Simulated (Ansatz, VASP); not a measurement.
**ZnH42C26S2O15F22: VASP beside Ansatz**

One calculation is typed for both programs; each brings its own data sets. How far apart do they land? The cell is taken from a series of runs on this material, whose earlier steps may have relaxed, scaled, displaced or heated it; both programs get it as it stands.

Calculated with Ansatz 0.2.0; plane waves, with VASP 6.6.1 beside it; single point at PBE with D4.

## (1) Set-up

The cell holds 108 atoms: 26 C, 15 O, 42 H, 22 F, 2 S and 1 Zn. Its edges and angles: a = 11.049 Å, b = 11.049 Å, c = 11.049 Å, α = 90.0°, β = 90.0°, γ = 90.0°. As first built, before any earlier steps moved the atoms (in the runner's words): 1 diglyme, 2 dimethoxyethane, 2 a fluorinated ether (TTE), 1 Zn2+, 2 triflate placed at random, at 1.41 g/cm^3; overlaps pushed apart, then 10 ps at 550 K with divalent ions of Li, Roberts, Chakravorty and Merz (J. Chem. Theory Comput. 9, 2733 (2013)); MMFF94 bonds, angles, torsions, charges and radii (Halgren, J. Comput. Chem. 17, 490 (1996)) in harmonic and 12-6 forms; charges of ions scaled by 0.8. Snapshot after 30 ps at 300 K and fixed volume.

## (2) Ansatz: single point, PBE with D4

Ansatz runs on its default PAW (the set named soft_2) files.

With cell and atoms fixed, the geometry can't cause a difference; cores, projectors, grids and the points listed under the comparison can.

input.yaml

```yaml
crystal:
  lattice:
    - [11.0489, 0.0, 0.0]
    - [0.0, 11.0489, 0.0]
    - [0.0, 0.0, 11.0489]
  atoms:
    - { symbol: C, position: [0.82891, 0.47181, 0.7583] }
    - { symbol: O, position: [0.90508, 0.46949, 0.86863] }
    - { symbol: C, position: [0.90433, 0.57835, 0.93083] }
    - { symbol: C, position: [0.96921, 0.67802, 0.85447] }
    - { symbol: O, position: [0.98017, 0.79367, 0.91056] }
    - { symbol: C, position: [0.02261, 0.88585, 0.83328] }
    - { symbol: C, position: [0.00366, 0.001, 0.90628] }
    - { symbol: O, position: [0.07136, 0.10273, 0.85648] }
    - { symbol: C, position: [0.04057, 0.21019, 0.91765] }
    - { symbol: H, position: [0.83347, 0.38583, 0.71557] }
    - { symbol: H, position: [0.74051, 0.49822, 0.77613] }
    - { symbol: H, position: [0.86825, 0.52519, 0.68157] }
    - { symbol: H, position: [0.95773, 0.56706, 0.01557] }
    - { symbol: H, position: [0.81264, 0.61452, 0.95215] }
    - { symbol: H, position: [0.05961, 0.65076, 0.81841] }
    - { symbol: H, position: [0.91622, 0.6877, 0.77497] }
    - { symbol: H, position: [0.95091, 0.88625, 0.75711] }
    - { symbol: H, position: [0.11032, 0.86703, 0.79994] }
    - { symbol: H, position: [0.90579, 0.01463, 0.89234] }
    - { symbol: H, position: [0.02371, 0.99815, 0.01017] }
    - { symbol: H, position: [0.06482, 0.20952, 0.01607] }
    - { symbol: H, position: [0.10943, 0.26575, 0.87756] }
    - { symbol: H, position: [0.94792, 0.24377, 0.89211] }
    - { symbol: F, position: [0.02187, 0.51922, 0.32501] }
    - { symbol: C, position: [0.08909, 0.52191, 0.43484] }
    - { symbol: F, position: [0.02279, 0.59299, 0.51573] }
    - { symbol: C, position: [0.10054, 0.40048, 0.48722] }
    - { symbol: F, position: [0.15333, 0.32797, 0.40592] }
    - { symbol: F, position: [0.16818, 0.38894, 0.59017] }
    - { symbol: O, position: [0.99063, 0.34055, 0.50933] }
[... 72 atom lines left out ...]
    - { symbol: O, position: [0.51769, 0.50083, 0.10733] }
    - { symbol: C, position: [0.29261, 0.51483, 0.0261] }
    - { symbol: F, position: [0.17529, 0.49337, 0.05302] }
    - { symbol: F, position: [0.31094, 0.45682, 0.91178] }
    - { symbol: F, position: [0.3077, 0.63126, 0.00274] }
    - { symbol: Zn, position: [0.49114, 0.19227, 0.16588] }
kpoints:
  mp_grid: { grid: [1, 1, 1] }
hamiltonian:
  xc: pbe
  dispersion: d4
scf:
  occupations: { method: fixed }
output:
  forces: true
  stress: true
  populations: intrinsic
  dos:
    method: { smearing: { sigma: 0.1 } }
    de: 0.1
    projected: { site_lists: { C: [C], F: [F], H: [H], O: [O], S: [S] } }
  eigenvalues: true
  write_density: true
  write_potential: true
  volumetric_format: npy
  elf: true
```

Command:

```sh
> ansatz run input.yaml --threads 4 --pin off --max-ram 15872MiB --backend cpu --events-out ev --progress --plain --runs-dir out
```

Numbers of over 12 decimals in the logs are rounded to 6 here.

The log of the run:

```text
Engine: ansatz 0.2.0, aarch64-unknown-linux-gnu
Pseudopotentials: kind: paw
Pseudopotential: C, paw, valence charge 4, recommended cutoff 420 eV (normal), C.paw.azcp
Pseudopotential: O, paw, valence charge 6, recommended cutoff 420 eV (normal), O.paw.azcp
Pseudopotential: H, paw, valence charge 1, recommended cutoff 420 eV (normal), H.paw.azcp
Pseudopotential: F, paw, valence charge 7, recommended cutoff 420 eV (normal), F.paw.azcp
Pseudopotential: S, paw, valence charge 6, recommended cutoff 420 eV (normal), S.paw.azcp
Pseudopotential: Zn, paw, valence charge 12, recommended cutoff 420 eV (normal), Zn.paw.azcp
Functional definition: PBE
  parameter kappa = 0.804
  parameter beta = 0.066725
  exchange = pbe_x(kappa = kappa, mu = beta*pi^2/3)
  correlation = pbe_c(beta = beta)
Crystal: 108 atoms, lattice volume = 1348.830 Å³
Basis set: ecut = 420 eV, 26193 PW (Γ), exchange–correlation on 150×150×150 points (8 copies of the dense FFT grid, shifted against one another)
Bands: 315, of which v1, the nominal top of the filled ones, is band 207 counted from 1 (206 counted from 0)
Symmetry: 1 space group operations
Space group: P1 (ITA 1), of the structure as read, at distance tolerance 1.1e-4 Å
k-points: 1
Non-local potential: C, projectors of the file, l = 0: 2, l = 1: 2, l = 2: 1
Non-local potential: O, projectors of the file, l = 0: 2, l = 1: 2, l = 2: 1
Non-local potential: H, projectors of the file, l = 0: 2, l = 1: 1
Non-local potential: F, projectors of the file, l = 0: 2, l = 1: 2, l = 2: 1
Non-local potential: S, projectors of the file, l = 0: 2, l = 1: 2, l = 2: 2
Non-local potential: Zn, projectors of the file, l = 0: 2, l = 1: 2, l = 2: 3, l = 3: 1
PAW form: soft (Blöchl's): semilocal exchange-correlation on the pseudo side does not see the compensation charge
PAW one-centre angular grid: C, 110 points (default); XC on 64 Gauss nodes
PAW one-centre angular grid: O, 110 points (default); XC on 64 Gauss nodes
PAW one-centre angular grid: H, 110 points (default); XC on 64 Gauss nodes
PAW one-centre angular grid: F, 110 points (default); XC on 64 Gauss nodes
PAW one-centre angular grid: S, 110 points (default); XC on 64 Gauss nodes
PAW one-centre angular grid: Zn, 590 points (default); XC on 64 Gauss nodes
Initial density: superposition of atomic densities (neutral atoms: chi_scale 0, normalization atom), corrected by the library's trained network
Initial wavefunctions: pseudopotential atomic-orbital guess
Functional: x = pbe(κ = 0.804, μ = 0.219515), c = pbe(β = 0.066725)
SCF iter   1: F=—  HF=-38591.125391 eV  |F-HF|=—  |Δ(HF+E_count)|=         —  Δρ=5.41e-3  dr2=4.59e-1  ethr=1.77e-3  ⟨swp⟩=4.0  Hψ=1155  notcnv=0  defer=102
preconditioner: auto → Resta (q_TF=auto, 2.241 Å⁻¹)  ε∞=2.4  [insulator: Δε(μ)=5.056 eV  Ē_g=16.793 eV  n_scr=250 (ndim 8)  ℏωp=20.1 eV  f_vac=0.354  ε∞_Penn≈2.4]
SCF iter   2: F=—  HF=-38591.015085 eV  |F-HF|=—  |Δ(HF+E_count)|=   1.10e-1  Δρ=2.73e-3  dr2=1.21e-1  ethr=1.11e-4  ⟨swp⟩=3.0  Hψ=572  notcnv=0  defer=106
SCF iter   3: F=—  HF=-38591.000273 eV  |F-HF|=—  |Δ(HF+E_count)|=   1.48e-2  Δρ=1.56e-3  dr2=4.36e-2  ethr=2.93e-5  ⟨swp⟩=3.0  Hψ=400  notcnv=0  defer=106
SCF iter   4: F=—  HF=-38590.988833 eV  |F-HF|=—  |Δ(HF+E_count)|=   1.14e-2  Δρ=5.08e-4  dr2=5.63e-3  ethr=1.05e-5  ⟨swp⟩=2.0  Hψ=538  notcnv=0  defer=106
SCF iter   5: F=—  HF=-38590.987281 eV  |F-HF|=—  |Δ(HF+E_count)|=   1.55e-3  Δρ=3.17e-4  dr2=1.37e-3  ethr=1.36e-6  ⟨swp⟩=3.0  Hψ=400  notcnv=0  defer=106
SCF iter   6: F=—  HF=-38590.986914 eV  |F-HF|=—  |Δ(HF+E_count)|=   3.67e-4  Δρ=1.11e-4  dr2=1.68e-4  ethr=3.31e-7  ⟨swp⟩=2.0  Hψ=399  notcnv=0  defer=106
SCF iter   7: F=—  HF=-38590.986899 eV  |F-HF|=—  |Δ(HF+E_count)|=   1.56e-5  Δρ=4.02e-5  dr2=2.19e-5  ethr=4.07e-8  ⟨swp⟩=2.0  Hψ=399  notcnv=0  defer=104
SCF iter   8: F=—  HF=-38590.985207 eV  |F-HF|=—  |Δ(HF+E_count)|=   1.69e-3  Δρ=2.17e-5  dr2=5.77e-6  ethr=5.30e-9  ⟨swp⟩=2.0  Hψ=516  notcnv=0  defer=103
SCF iter   9: F=—  HF=-38590.985207 eV  |F-HF|=—  |Δ(HF+E_count)|=   5.21e-7  Δρ=5.86e-6  dr2=5.34e-7  ethr=1.39e-9  ⟨swp⟩=3.0  Hψ=399  notcnv=0  defer=104
SCF iter  10: F=-38590.985207 eV  HF=-38590.985207 eV  |F-HF|=3.00e-8  |Δ(HF+E_count)|=   6.33e-8  Δρ=2.52e-6  dr2=9.09e-8  ethr=2.42e-11  ⟨swp⟩=21.0  Hψ=2907  notcnv=0
SCF 1 converged in 10 iterations: F = -38590.985207 eV  dr2 = 9.09e-8
  greatest PAW one-centre occupation: 0.993 electrons in one spin orbital (limit 2), on the Zn atom at site 107 (counted from 0), in its partial waves of l = 2
[...]
atom  54  F     -0.07972416    -0.52140495    -0.82755885
  atom  55  F     -0.57003144    -0.52767190     0.45162681
  atom  56  H     -0.09893742     0.07014014     0.31290347
  atom  57  H     -0.34881836     0.40488069    -1.87748459
  atom  58  H     -0.08409661     0.09440125     0.54962197
  atom  59  H     -0.64450356     0.31184804     0.18940681
  atom  60  C      0.39628757     1.97506464     0.89312303
  atom  61  O      0.51804097    -1.66181004    -0.06965905
  atom  62  C     -0.39245599    -0.10465549    -0.31261193
  atom  63  C     -0.11448754     0.98256066    -0.32336265
  atom  64  O     -0.93947127    -3.66079301    -0.67001780
  atom  65  C     -0.56279166     0.75445200    -1.31477212
  atom  66  H      0.28808116     0.44061689    -0.32187638
  atom  67  H      0.06980502    -1.14478890    -0.78876149
  atom  68  H      0.40425657    -0.51795246     0.23701237
  atom  69  H     -0.28313199     0.45110275    -0.31756137
  atom  70  H      0.10002923     0.21645210     0.39877506
  atom  71  H     -0.52654344    -0.06849255     0.15438136
  atom  72  H     -0.13188343    -0.45134088     1.21458442
  atom  73  H     -0.64147122    -0.38688064     2.19314149
  atom  74  H      0.08485481     0.60871581     0.25303758
  atom  75  H     -0.34158534    -0.61887446    -0.41125340
  atom  76  C      0.81788099     2.65333754     0.17513177
  atom  77  O      1.64922284     0.46521141    -2.16703220
[...]
atom 101  S      1.03410093     1.54198661     2.70218419
  atom 102  O     -2.73706702     1.51660092    -0.67456324
  atom 103  O      0.27948657     0.57456975    -0.72526511
  atom 104  C     -0.87594113    -1.08186349    -2.68261876
  atom 105  F      0.40588468     0.08124205     0.32746757
  atom 106  F      0.08698893     0.30656032     1.37591983
  atom 107  F      0.09450484     0.62647526     0.43243714
  atom 108  Zn     0.98557826    -0.28996005     0.43753873
  max |Σ_I F_I| component: 1.89e-4 eV/Å
--- Stress (GPa, compression-positive) ---
        2.883199       0.167414      -0.398221
        0.167415       2.338642      -0.505791
       -0.398221      -0.505791       1.235614
  P = ⅓ Tr σ = 2.1525 GPa (21.525 kbar)
--- Band table (eV) ---
  k-point 0: bands = [... 203 lower, -0.8955, -0.6793, -0.5791, -0.3188, 4.1953, 4.4082, 4.5199, 4.7691, ... 104 higher]
--- intrinsic populations: 108 sites ---
  site symbol       q [e]
     0      C      4.3575
     1      O      6.3882
     2      C      4.1160
     3      C      4.1447
     4      O      6.4031
     5      C      4.1111
     6      C      4.0998
     7      O      6.3928
     8      C      4.2988
     9      H      0.7938
    10      H      0.8169
    11      H      0.8262
    12      H      0.8150
    13      H      0.8554
    14      H      0.8532
    15      H      0.8449
    16      H      0.8569
    17      H      0.8223
    18      H      0.8519
    19      H      0.8704
    20      H      0.8570
    21      H      0.7932
    22      H      0.8510
    23      F      7.2837
[...]
100      S      3.7539
   101      O      6.9914
   102      O      6.9379
   103      C      3.4367
   104      F      7.2584
   105      F      7.3213
   106      F      7.2448
   107     Zn     10.4415
  spilling = 0.000000 (of n_electrons = 414.000000)
```

In the SCF lines HF is the Harris–Foulkes energy and dr2 the Hartree energy of the density residual, in eV; the loop may stop once dr2 is under the threshold and the program's other checks hold. Hψ counts applications of the Hamiltonian.

## (3) VASP: single point, PBE with D4

The same cell, functional and mesh now go to VASP, with its own data sets.

Lines of VASP's logs that name or quote its potential files are left out, and so is its time.

INCAR

```
SYSTEM = ZnH42C26S2O15F22
PREC = Accurate
ENCUT = 600
EDIFF = 1E-06
NELM = 120
ISMEAR = 0
SIGMA = 0.01
LREAL = Auto
ALGO = Normal
GGA = PE
IVDW = 13
NBANDS = 288
LORBIT = 11
LWAVE = .FALSE.
LCHARG = .FALSE.
ISIF = 2
LASPH = .TRUE.
GGA_COMPAT = .FALSE.
EFERMI = MIDGAP
NCORE = 2
```

POSCAR

```
ZnH42C26S2O15F22
1.0
   11.0489000000      0.0000000000      0.0000000000
    0.0000000000     11.0489000000      0.0000000000
    0.0000000000      0.0000000000     11.0489000000
C O H F S Zn
26 15 42 22 2 1
Direct
    0.8289100000      0.4718100000      0.7583000000
    0.9043300000      0.5783500000      0.9308300000
    0.9692100000      0.6780200000      0.8544700000
    0.0226100000      0.8858500000      0.8332800000
    0.0036600000      0.0010000000      0.9062800000
    0.0405700000      0.2101900000      0.9176500000
    0.0890900000      0.5219100000      0.4348400000
    0.1005400000      0.4004800000      0.4872200000
    0.0180500000      0.2261700000      0.5665200000
    0.9090200000      0.1377200000      0.5733900000
    0.8675500000      0.1122200000      0.4376500000
    0.4706900000      0.8645300000      0.6217700000
    0.5533900000      0.7638200000      0.5687100000
    0.5891600000      0.6593800000      0.3848600000
    0.7332700000      0.6374200000      0.3870700000
    0.8028400000      0.7454200000      0.3413600000
    0.6952700000      0.9833600000      0.1281000000
    0.4992800000      0.9239600000      0.1568200000
    0.3908300000      0.9642600000      0.2273100000
    0.2400600000      0.1185900000      0.2321400000
    0.7343900000      0.3179400000      0.1841000000
    0.6573700000      0.2749800000      0.9910500000
    0.5843900000      0.1791600000      0.9299200000
    0.3785500000      0.1517300000      0.9130300000
    0.5181200000      0.3377800000      0.5365800000
    0.2926100000      0.5148300000      0.0261000000
    0.9050800000      0.4694900000      0.8686300000
    0.9801700000      0.7936700000      0.9105600000
    0.0713600000      0.1027300000      0.8564800000
    0.9906300000      0.3405500000      0.5093300000
[... 72 atom lines left out ...]
    0.1752900000      0.4933700000      0.0530200000
    0.3109400000      0.4568200000      0.9117800000
    0.3077000000      0.6312600000      0.0027400000
    0.5048500000      0.1942300000      0.4484700000
    0.3979700000      0.4584000000      0.1402200000
    0.4911400000      0.1922700000      0.1658800000
```

KPOINTS

```
Automatic mesh
0
Gamma
1 1 1
0 0 0
```

The projector-augmented-wave data sets are C, O, H, F, S and Zn (PBE family, release 64).

Command:

```sh
> mpirun -np 8 vasp_gam
```

The log of the run:

```text
[banner, memory and clock lines left out]
running    8 mpi-ranks, on    1 nodes
[...]
LDA part: xc-table for (Slater+PW92), standard interpolation
 POSCAR, INCAR and KPOINTS ok, starting setup
[...]
entering main loop
       N       E                     dE             d eps       ncg     rms          rms(c)
DAV:   1     0.416179064348E+04    0.41618E+04   -0.24827E+05   576   0.155E+03
DAV:   2    -0.154815283722E+03   -0.43166E+04   -0.40910E+04   696   0.371E+02
DAV:   3    -0.610396835410E+03   -0.45558E+03   -0.45072E+03   688   0.134E+02
DAV:   4    -0.624059374824E+03   -0.13663E+02   -0.13579E+02   720   0.266E+01
[...]
DAV:  18    -0.578864179339E+03    0.14753E-04   -0.85396E-06   760   0.164E-02    0.501E-03
DAV:  19    -0.578864174393E+03    0.49461E-05   -0.92467E-06   672   0.112E-02    0.312E-03
DAV:  20    -0.578864173999E+03    0.39391E-06   -0.32119E-06   648   0.557E-03
   1 F= -.58424708E+03 E0= -.58424708E+03  d E =0.000000E+00
```

From OUTCAR (step 3):

```text
  FREE ENERGIE OF THE ION-ELECTRON SYSTEM (eV)
  ---------------------------------------------------
  free  energy   TOTEN  =      -584.2470753681 eV

  energy  without entropy=     -584.2470753681  energy(sigma->0) =     -584.24707537
```

The run ends at a pressure of 2.36 GPa, with forces up to 4.7 eV/Å.

## (4) Side by side

Known differences besides the potentials themselves: fixed occupations in Ansatz, narrow Gaussian smearing in VASP; the cutoff is 420 eV in Ansatz and 600 eV in VASP (PREC = Accurate, projectors in real space). Total energies have different zeros and are not compared.

The two programs side by side:

| quantity | Ansatz | VASP | difference |
| --- | --- | --- | --- |
| pressure (GPa) | 2.15 | 2.36 | -0.20 |
| gap on the k mesh (eV) | 4.514 | 4.490 | +0.024 |

Forces on 10 of the 108 atoms, those with the largest forces and the largest differences (eV/Å; atoms numbered as in POSCAR):

| atom | Ansatz x, y, z | VASP x, y, z |
| --- | --- | --- |
| C1 | 3.150, 0.355, -0.411 | 3.100, 0.335, -0.479 |
| C8 | -1.810, -4.406, 0.909 | -2.084, -4.051, 0.866 |
| C11 | -2.196, 0.016, 0.501 | -2.423, -0.183, 0.884 |
| C16 | 3.191, 0.043, -0.112 | 3.303, -0.291, 0.015 |
| O33 | -0.939, -3.661, -0.670 | -0.907, -3.690, -0.684 |
| O35 | 0.696, -0.457, -4.677 | 0.686, -0.464, -4.649 |
| O36 | 0.559, 1.703, 1.659 | 0.587, 1.599, 2.135 |
| O40 | -2.737, 1.517, -0.675 | -2.776, 1.946, -0.678 |
| F100 | 0.859, 0.429, -0.161 | 1.265, 0.663, -0.277 |
| S107 | 1.034, 1.542, 2.702 | 1.195, 1.359, 2.746 |

The forces differ by 135 meV/Å r.m.s., which is 13.3 % of the r.m.s. force of 1.017 eV/Å (both taken over all components). A gap on the mesh is an upper bound, since the band edges may lie between its points.

## (5) What came out

```
r.m.s. force difference (single point, PBE with D4) : 13 % of the r.m.s. force
```

The r.m.s. force difference is 13 % of the r.m.s. force (single point, PBE with D4), beyond the 3 % picked in this series as the mark of a large difference. What causes the difference of the single point, PBE with D4 pair stays open here. How closely two codes agree says nothing of how well the functional describes the real material.

[Lines on the potential files, build, host, timing and source positions are cut from VASP's logs without a mark.]

[Logs are printed without paths, hosts, clocks, repeated set-up lines and the standing remarks that a program may print on its own settings, such as how far it seeks lower states.]

[Hosts, paths, dates, database ids (printed as entryN), source tags and the programs' standing remarks are cut or masked in the printed files.]

[The MMFF94 radii named for the starting cell were scaled by 0.96; in molecules described by MMFF94, hydrogen bound to N, O or S took a small fixed 12-6 site in their place.]
